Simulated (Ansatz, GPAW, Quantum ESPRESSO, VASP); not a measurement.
# Code comparison for CaC2 (P-1, 6 atoms in the cell)

Self-consistent single point.

```xyz
6
Lattice="3.8762 0.0000 0.0000 1.8496 3.5393 0.0000 0.4118 1.0069 7.2199" Properties=species:S:1:pos:R:3 pbc="T T T"
Ca     2.9979     4.2284     5.4328
Ca     3.1398     0.3179     1.7872
C      1.2751     1.4781     0.4344
C      4.8626     3.0682     6.7856
C      3.0893     2.6824     3.1332
C      3.0484     1.8639     4.0868
```

Shared settings, as Ansatz (an electronic-structure program) writes them: kpoints.mp_grid.grid = 7 6 3; scf.occupations.method = fixed. Potentials and cutoffs stand in the table.

```
code                                                              model  pressure (GPa)  largest force (eV/Å)  gap on the mesh (eV)   cutoff
----------------  -----------------------------------------------------  --------------  --------------------  --------------------  -------
VASP                         PBEsol, VASP's PBE PAW potentials (set 64)           -3.17                 0.266                 2.452   400 eV
Ansatz                          PBEsol, default PAW files made with PBE           -2.89                 0.122                 2.457  default
Quantum ESPRESSO   PBEsol, SSSP 1.1.2 efficiency (PBE) pseudopotentials           -2.54                 0.212                 2.457    45 Ry
GPAW              PBEsol, GPAW PAW datasets PBEsol (made by gpaw-setup)               –                 0.160                 2.466   900 eV
```

Size of the force on each atom (eV/Å): Sizes of forces hide their directions.

```json
[
 {"code": "VASP", "Ca1": "0.059", "Ca2": "0.059", "C3": "0.266", "C4": "0.266", "C5": "0.260", "C6": "0.260"},
 {"code": "Ansatz", "Ca1": "0.062", "Ca2": "0.062", "C3": "0.122", "C4": "0.122", "C5": "0.113", "C6": "0.113"},
 {"code": "Quantum ESPRESSO", "Ca1": "0.061", "Ca2": "0.061", "C3": "0.212", "C4": "0.212", "C5": "0.205", "C6": "0.205"},
 {"code": "GPAW", "Ca1": "0.053", "Ca2": "0.053", "C3": "0.160", "C4": "0.160", "C5": "0.155", "C6": "0.155"}
]
```

A dash marks a value that a program does not give, or that is left out as unsure.

Gaps are read on the mesh.

The spread over the programs that give each value: pressure within 0.63 GPa; largest force within 0.144 eV/Å; gap on the mesh within 0.014 eV.

Ansatz's pressure is given at a fixed set of plane waves, as the other plane-wave codes print theirs; with its correction for the finite basis it is -2.68 GPa (the shift of 0.20 GPa shows how far the cutoff is from converged). The pressure of GPAW is left out: its cutoff lies under the one at which its stress was checked. In the force vectors, VASP (by 0.081) lies more than 0.08 eV/Å from the median of the plane-wave programs.

VASP's run is marked for a possible Pulay error in its stress at this cutoff; no cutoff test was made.

VASP ran the fixed occupations as a Gaussian smearing of 0.01 eV.

The starting cell comes from a database of computed structures (which also holds hypothetical and non-ambient phases and stackings), without a prior relaxation at this level. Its lattice was rescaled by a random factor within 2.5 % of one.

Left out of this page: CP2K and SIESTA (not drawn, or without a comparable value).

Keys are those of Ansatz 0.2.
